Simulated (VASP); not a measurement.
Computed with revPBE GGA, VASP's PBE PAW potentials (set 64) (plane waves; VASP).

VASP ran on this input.

**KPOINTS**
```
Automatic mesh
0
Gamma
6 6 6
0 0 0
```

### POSCAR
```
SrTe
1
    0.0000000000     3.3300000000     3.3300000000
    3.3300000000     0.0000000000     3.3300000000
    3.3300000000     3.3300000000     0.0000000000
Sr Te
1 1
Direct
  0.0000000000   0.0000000000   0.0000000000
  0.5000000000   0.5000000000   0.5000000000
```

**INCAR**
```
SYSTEM  =  SrTe
PREC  =  Accurate; ENCUT  =  400; LREAL  =  .FALSE.
LASPH  =  .TRUE.
EDIFF  =  1E-6; NELM  =  100; ALGO  =  Normal
LMAXMIX  =  4
ISMEAR  =  0; SIGMA  =  0.05
GGA  =  RE
ISIF  =  2
LWAVE  =  .FALSE.; LCHARG  =  .FALSE.
```

POTCAR, in this order: Sr_sv Te (PBE.64 set). Program: vasp_std.

Unless said otherwise, spin-orbit coupling is left out, though it shifts the bands of the heavy elements here.

### Question
Estimate the energy per atom (σ→0), pressure, band gap (on the k-mesh).

### Answer

The energy per atom (σ→0) comes out as -3.882 eV/atom and the band gap (on the k-mesh) is 1.77 eV. The pressure is 2.04 GPa.

**OSZICAR**
```
...
DAV:   7    -0.776148825620E+01   -0.18498E-01   -0.22392E-01   512   0.334E+00    0.963E-01
DAV:   8    -0.776342272016E+01   -0.19345E-02   -0.24918E-02   460   0.827E-01    0.311E-01
DAV:   9    -0.776383241579E+01   -0.40970E-03   -0.90459E-04   520   0.256E-01    0.107E-01
DAV:  10    -0.776421381670E+01   -0.38140E-03   -0.34314E-04   448   0.129E-01    0.333E-02
DAV:  11    -0.776426403113E+01   -0.50214E-04   -0.67984E-05   488   0.546E-02    0.238E-02
DAV:  12    -0.776426653657E+01   -0.25054E-05   -0.61868E-06   484   0.156E-02    0.426E-03
DAV:  13    -0.776426661696E+01   -0.80390E-07   -0.18483E-07   336   0.315E-03
   1 F= -.77642666E+01 E0= -.77642666E+01  d E =-.445393E-20
```

The compound is SrTe in the rock salt structure. The cell was not relaxed at this level. The run is one of a series of settings (GGA = RE against the base run), some of them coarse on purpose.
